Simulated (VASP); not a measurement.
These are PBEsol GGA, VASP's PBE PAW potentials (set 64) (plane waves; VASP 6.6.1) values and carry that method's errors.

VASP ran on this input.

**POSCAR**
```
V(111) slab
1
    4.1835217738     0.0000000000     0.0000000000
   -2.0917613751     3.6230362516     0.0000000000
    0.0000000000     0.0000000000    24.8920320239
V
12
Direct
  0.3333330000   0.6666670000   0.3252317381
  0.0000000000   0.0000000000   0.3507284179
  0.6666670000   0.3333330000   0.3782960355
  0.3333330000   0.6666670000   0.4164397255
  0.0000000000   0.0000000000   0.4492980402
  0.6666670000   0.3333330000   0.4831619116
  0.3333330000   0.6666670000   0.5168380884
  0.0000000000   1.0000000000   0.5507019598
  0.6666670000   0.3333330000   0.5835602745
  0.3333330000   0.6666670000   0.6217039645
  0.0000000000   0.0000000000   0.6492715821
  0.6666670000   0.3333330000   0.6747682619
```

**INCAR**
```
SYSTEM  =  V(111) slab
PREC  =  Normal; ENCUT  =  400; LREAL  =  F
LASPH  =  T
EDIFF  =  1E-6; NELM  =  100; NELMIN  =  4
ALGO  =  Normal; LMAXMIX  =  4
ISMEAR  =  1; SIGMA  =  0.1
GGA  =  PS
LWAVE  =  F; LCHARG  =  F; LORBIT  =  11
LVHAR  =  T
DIPOL  =  0.5 0.5 0.5
LDIPOL  =  T; IDIPOL  =  3
```

**KPOINTS**
```
Regular mesh
0
gamma
  8 8 1
```

POTCAR, in this order: V_sv (PBE.64 set). Program: vasp_std. Read from the step before: WAVECAR.

Output

**OSZICAR**
```
       N       E                     dE             d eps       ncg     rms          rms(c)
DAV:   1    -0.109990334339E+03   -0.10999E+03   -0.56341E-03  2411   0.437E-01    0.316E-01
DAV:   2    -0.110014215135E+03   -0.23881E-01   -0.16080E-01  2419   0.235E+00    0.158E+00
DAV:   3    -0.109992782822E+03    0.21432E-01   -0.12996E-01  2440   0.193E+00    0.676E-01
DAV:   4    -0.109989261888E+03    0.35209E-02   -0.17333E-02  2448   0.776E-01    0.512E-02
DAV:   5    -0.109989329696E+03   -0.67807E-04   -0.55048E-04  2291   0.116E-01    0.376E-02
DAV:   6    -0.109989324158E+03    0.55374E-05   -0.12094E-04  2432   0.751E-02    0.231E-02
DAV:   7    -0.109989321117E+03    0.30416E-05   -0.35460E-05  1977   0.387E-02    0.119E-02
DAV:   8    -0.109989321039E+03    0.77885E-07   -0.56009E-06  1912   0.154E-02
   1 F= -.10998932E+03 E0= -.10998979E+03  d E =0.142187E-02
```

### OUTCAR
```
------------------------ aborting loop because EDIFF is reached ----------------------------------------
  FORCE on cell =-STRESS in cart. coord.  units (eV):
  Direction    XX          YY          ZZ          XY          YZ          ZX
  --------------------------------------------------------------------------------------
  Total       -0.8922686     -0.8922687     -1.4690822      0.0000001      0.0000000      0.0000000
  in kB       -3.7890571     -3.7890573     -6.2385206      0.0000005      0.0000000      0.0000000
  external PRESSURE =      -4.6055450 kB  Pullay stress =       0.0000000 kB
  volume of cell :      377.29
      direct lattice vectors                 reciprocal lattice vectors
     4.183521774  0.000000000  0.000000000     0.239033057  0.138005828  0.000000000
    -2.091761375  3.623036252  0.000000000     0.000000000  0.276011591  0.000000000
     0.000000000  0.000000000 24.892032024     0.000000000  0.000000000  0.040173498
 POSITION                                       TOTAL-FORCE (eV/Angst)
 -----------------------------------------------------------------------------------
     -0.00000      2.41536      8.09568         0.000000     -0.000000     -0.013785
      0.00000      0.00000      8.73034         0.000000     -0.000000      0.004304
      2.09176      1.20768      9.41656        -0.000000      0.000000      0.005285
     -0.00000      2.41536     10.36603        -0.000000      0.000000     -0.002343
      0.00000      0.00000     11.18394         0.000000      0.000000      0.000595
      2.09176      1.20768     12.02688         0.000000      0.000000      0.020503
     -0.00000      2.41536     12.86515        -0.000000     -0.000000     -0.020503
      0.00000      0.00000     13.70809         0.000000      0.000000     -0.000595
      2.09176      1.20768     14.52600        -0.000000      0.000000      0.002343
     -0.00000      2.41536     15.47547         0.000000      0.000000     -0.005285
      0.00000      0.00000     16.16169         0.000000      0.000000     -0.004304
      2.09176      1.20768     16.79635        -0.000000      0.000000      0.013785
 -----------------------------------------------------------------------------------
    total drift:                                0.000000      0.000000      0.000000
  FREE ENERGIE OF THE ION-ELECTRON SYSTEM (eV)
  ---------------------------------------------------
  free  energy   TOTEN  =      -109.9893210388 eV

  energy  without entropy=     -109.9907429067  energy(sigma->0) =     -109.98979499

 total charge

# of ion       s       p       d       tot
------------------------------------------
    1        2.366   6.102   3.237  11.706
    2        2.377   6.178   3.248  11.803
    3        2.353   6.240   3.108  11.701
    4        2.367   6.253   3.217  11.837
    5        2.360   6.239   3.178  11.777
    6        2.359   6.252   3.129  11.740
    7        2.359   6.252   3.129  11.740
    8        2.360   6.239   3.178  11.777
    9        2.367   6.253   3.217  11.837
   10        2.353   6.240   3.108  11.701
   11        2.377   6.178   3.248  11.803
   12        2.366   6.102   3.237  11.706
--------------------------------------------------
tot         28.364  74.530  38.233 141.128
```
(Selected blocks of OUTCAR.)

The cell is a thin slab with vacuum, built from V (bcc): (111) face. The run is not spin-polarised, so no magnetic state was tried.
